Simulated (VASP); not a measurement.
A run of VASP 6.6.1 is set up as follows.

INCAR

```
SYSTEM = Al3InN4
  PREC = Normal
  ENCUT = 520
  EDIFF = 1E-4
  ISMEAR = 0
  SIGMA = 0.15
  LREAL = .False.
  LASPH = .True.
  NELM = 60
  ALGO = Fast
  ISIF = 3
  LWAVE = .False.
  LCHARG = .False.
  GGA = PE
  IBRION = 2
  NSW = 24
  EDIFFG = -0.08
```

The input KPOINTS:

```
regular mesh
0
Gamma
  4 4 2
  0 0 0
```

Contents of POSCAR:

```
Al3InN4
1.0
    3.4129208700      0.0000000000      0.0000000000
    0.0000000000      3.4129208700      0.0000000000
    0.0000000000      0.0000000000      9.6759688000
Al In N
3 1 4
Direct
    0.5000000000      0.5000000000      0.2512463300
    0.0000000000      0.0000000000      0.0000000000
    0.5000000000      0.5000000000      0.7487536700
    0.0000000000      0.0000000000      0.5000000000
    0.0000000000      0.0000000000      0.2546732100
    0.5000000000      0.5000000000      0.0000000000
    0.0000000000      0.0000000000      0.7453267900
    0.5000000000      0.5000000000      0.5000000000
```

Potentials or basis: VASP PAW PBE potentials, release 64 (Al, In_d, N).

The run is started by

```bash
$ cat potpaw_PBE.64/Al/POTCAR potpaw_PBE.64/In_d/POTCAR potpaw_PBE.64/N/POTCAR > POTCAR
$ mpirun -np 1 vasp_std > vasp.out
```

**Question.** Predict the relaxed cell.

**Answer.** a = 3.046 Å, b = 3.046 Å, c = 8.447 Å, α = 90.00°, β = 90.00°, γ = 90.00°.

**Question.** Estimate the relaxed volume.

**Answer.** 9.80 Å³/atom.

Final structure:
```
CELL_PARAMETERS angstrom
3.04595 0.00000 0.00000
0.00000 3.04595 0.00000
0.00000 0.00000 8.44701
ATOMIC_POSITIONS crystal
Al 0.50000 0.50000 0.23246
Al 0.00000 0.00000 0.00000
Al 0.50000 0.50000 0.76754
In 0.00000 0.00000 0.50000
N 0.00000 0.00000 0.23012
N 0.50000 0.50000 0.00000
N 0.00000 0.00000 0.76988
N 0.50000 0.50000 0.50000
```

Caveat: the k mesh is coarse (spacing up to 0.46 Å⁻¹), so the values aren't converged; the volume moved by over 15 % at a fixed basis, so the end points are rough.
